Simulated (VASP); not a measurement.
Input:

```
CELL_PARAMETERS angstrom
      0.00000     2.73000     2.73000
      2.73000     0.00000     2.73000
      2.73000     2.73000     0.00000
ATOMIC_POSITIONS crystal
  Mg 0.00000 0.00000 0.00000
  Se 0.50000 0.50000 0.50000
```

These are RPBE GGA, VASP's PBE PAW potentials (set 64) (plane waves; VASP 6.6.1) values and carry that method's errors. Run with 520 eV cut-off, 8×8×8 Γ-centred mesh, Gaussian smearing of 0.050 eV, potentials Mg Se.

Energy and stress use the plane-wave basis of the starting cell.

Task: The ions, cell shape and volume are relaxed. What does this cell relax into?

Result: 
```
CELL_PARAMETERS angstrom
      0.00000     2.77824     2.77824
      2.77824     0.00000     2.77824
      2.77824     2.77824     0.00000
ATOMIC_POSITIONS crystal
  Mg 0.00000 0.00000 0.00000
  Se 0.50000 0.50000 0.50000
```
Space group Fm-3m (225), at a tolerance of 0.03 Å.

Task: How do energy and volume change from the first to the last step?

Result: The energy (σ→0) changes by -11.1 meV/atom and the volume by +5.4 %, in 3 ionic steps.

The compound is MgSe in the rock salt structure. This run relaxes it. Symmetry was kept, so distortions that lower it aren't found.
